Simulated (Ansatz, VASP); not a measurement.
Two plane-wave programs on PdI

```
CELL_PARAMETERS angstrom
3.37277 0.00000 0.00000
0.00000 3.37277 0.00000
0.00000 0.00000 3.37277
ATOMIC_POSITIONS crystal
Pd 0.00000 0.00000 0.00000
I 0.50000 0.50000 0.50000
```

Alike in both runs: functional LDA; k mesh 13 × 13 × 13; occupations fermi-dirac, width 0.1 eV; no spin polarisation.

Ansatz relaxed the structure, and its values are those at the end. VASP's run is a single point on that final structure, the one shown.

|  | VASP | Ansatz |
| --- | --- | --- |
| version | VASP 6.6.1 | Ansatz 0.2.0 |
| potentials or method | VASP PAW LDA potentials, release 64 (Pd, I) | PAW with Ansatz's default frozen-core files, scalar-relativistic |
| plane-wave cutoff (eV) | 520 | 420 |
| valence electrons in the cell | 17 | 35 |

VASP gave:

- pressure (GPa): 9.3

Question: Estimate Ansatz's values.

Answer: Pressure (GPa): 9.1.

The two sets of potentials don't hold the same shells in valence.

Caveats: an odd number of electrons without spin polarisation forces a metal; a magnetic or distorted state may lie lower. The runs have no spin-orbit coupling, so splittings on I are missing.
